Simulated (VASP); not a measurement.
An input for Ansatz (written as the equivalent of a VASP run, and not itself run):

Ansatz 0.2 input:
```yaml
crystal:
  lattice:
    - [4.0820000, 0.0000000, 0.0000000]
    - [0.0000000, 4.0820000, 0.0000000]
    - [0.0000000, 0.0000000, 4.0820000]
  atoms:
    - { symbol: La, position: [0.0000000, 0.0000000, 0.0000000] }
    - { symbol: P, position: [0.5000000, 0.5000000, 0.5000000] }
kpoints:
  mp_grid: { grid: [8, 8, 8] }
hamiltonian:
  xc: pbe
  pseudopotentials: { kind: paw }
scf:
  occupations: { method: methfessel_paxton, width: 0.1 }
  max_iter: 100
relax:
  max_steps: 60
  f_tol: 0.01
  cell: {}
output: { forces: true, stress: true, eigenvalues: true }
```

Question: Translate this input to VASP (INCAR, KPOINTS, POSCAR, choice of POTCAR).

Answer: This is not unique; one that fits is 
INCAR:
```
SYSTEM=LaP
PREC=Accurate; ENCUT=400; LREAL=.FALSE.
LASPH=.TRUE.
EDIFF=1E-6; NELM=100; ALGO=Normal
LMAXMIX=6
ISMEAR=1; SIGMA=0.1
GGA=PE
IBRION=2; NSW=60; ISIF=3
EDIFFG=-0.01
LWAVE=.FALSE.; LCHARG=.FALSE.
```

### KPOINTS
```
kpoints
0
Gamma
8 8 8
```

File POSCAR:
```
LaP
1.0
  4.0820000000   0.0000000000   0.0000000000
  0.0000000000   4.0820000000   0.0000000000
  0.0000000000   0.0000000000   4.0820000000
La P
1 1
direct
  0.0000000000   0.0000000000   0.0000000000
  0.5000000000   0.5000000000   0.5000000000
```

POTCAR, in this order: La P (PBE.64 set). Program: vasp_std.

What does not carry over: each code has its own PAW files, so the cut-off isn't converted (ENCUT is set for VASP's; basis.ecutwfc is left out, and Ansatz then takes the one that its files recommend); Ansatz stops its SCF on the density residual and VASP on the energy change (EDIFF).

The structure was generated: LaP was put into the CsCl type type (Pm-3m), which need not be its known phase. This run relaxes it. Symmetry was kept, so distortions that lower it aren't found.
